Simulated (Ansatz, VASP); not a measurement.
MgBe2SeS2: VASP beside Ansatz

Contents of INCAR:

```
SYSTEM = MgBe2SeS2
  PREC = Accurate
  ENCUT = 520
  EDIFF = 1E-6
  ISMEAR = 0
  SIGMA = 0.1
  LREAL = .FALSE.
  LASPH = .TRUE.
  NELM = 80
  ALGO = Normal
  ISIF = 2
  LWAVE = .FALSE.
  LCHARG = .FALSE.
  GGA = PE
  NBANDS = 21
```

Contents of KPOINTS:

```
regular mesh
0
G
  4 4 2
  0 0 0
```

Contents of POSCAR:

```
MgBe2SeS2
1.0
    3.9038833000      0.0000000000      0.0000000000
    0.0000000000      3.9038833000      0.0000000000
    0.0000000000      0.0000000000      8.5507739400
Mg Be Se S
1 2 1 2
Direct
    0.0000000000      0.0000000000      0.5000000000
    0.5000000000      0.5000000000      0.1595836900
    0.5000000000      0.5000000000      0.8404163100
    0.5000000000      0.5000000000      0.5000000000
    0.0000000000      0.5000000000      0.5000000000
    0.5000000000      0.0000000000      0.5000000000
```

Input for Ansatz:

```yaml
crystal:
  lattice:
    - [3.9038833, 0.0, 0.0]
    - [0.0, 3.9038833, 0.0]
    - [0.0, 0.0, 8.55077394]
  atoms:
    - { symbol: Mg, position: [0.0, 0.0, 0.5] }
    - { symbol: Be, position: [0.5, 0.5, 0.15958369] }
    - { symbol: Be, position: [0.5, 0.5, 0.84041631] }
    - { symbol: Se, position: [0.5, 0.5, 0.5] }
    - { symbol: S, position: [0.0, 0.5, 0.5] }
    - { symbol: S, position: [0.5, 0.0, 0.5] }
basis:
  ecutwfc: 420
kpoints:
  mp_grid: { grid: [4, 4, 2] }
hamiltonian:
  xc: pbe
scf:
  occupations: { method: gaussian, width: 0.1 }
  lower_state_search: "off"
output:
  forces: true
  stress: true
  eigenvalues: true
```

Alike in both runs: task single point; functional PBE; k mesh 4 × 4 × 2; occupations gaussian, width 0.1 eV; no spin polarisation.

|  | VASP | Ansatz |
| --- | --- | --- |
| version | VASP 6.6.1 | Ansatz 0.2.0 |
| potentials or method | VASP PAW PBE potentials, release 64 (Mg, Be, Se, S) | scalar-relativistic, plane waves, PAW |
| plane-wave cutoff (eV) | 520 | 420 |
| valence electrons in the cell | 24 | 42 |

```csv
,VASP,Ansatz,Ansatz less VASP
gap on the k mesh at the Fermi level (eV),none,none,-
rms of the force components (eV/Å),0.126,0.121,-0.0054
```

Atom by atom the forces differ by 0.005 eV/Å (rms over components). A gap of «none» marks a metal or a gap that the smearing closes. The two sets of potentials don't hold the same shells in valence.

Caveats: the k mesh is coarse (spacing up to 0.40 Å⁻¹), so the values aren't converged.
